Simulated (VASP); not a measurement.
Data:

```yaml
crystal:
  lattice:
    - [3.24802, 0.00000, 0.00000]
    - [0.00000, 3.18306, 0.00000]
    - [0.00000, 0.00000, 3.24802]
  atoms:
    - { symbol: In, position: [0.50000, 0.50000, 0.50000] }
    - { symbol: Pd, position: [0.00000, 0.00000, 0.00000] }
```

These are PBEsol GGA, VASP's PBE PAW potentials (set 64) (plane waves; VASP) values and carry that method's errors. Run with 480 eV cut-off, 10×10×10 Γ-centred mesh, first-order Methfessel-Paxton smearing of 0.10 eV, potentials In_d Pd.

Question: Give the stress tensor in GPa (positive for a compressed cell).

Answer: 
```
3.22  0.00  0.00
0.00  3.18  0.00
0.00  0.00  3.22
```
The pressure is its mean diagonal, 3.21 GPa.

The compound is PdIn in the CsCl type structure. This cell was strained or had an atom moved on purpose. The electron count is odd and the run is not spin-polarised, which forces a metal.
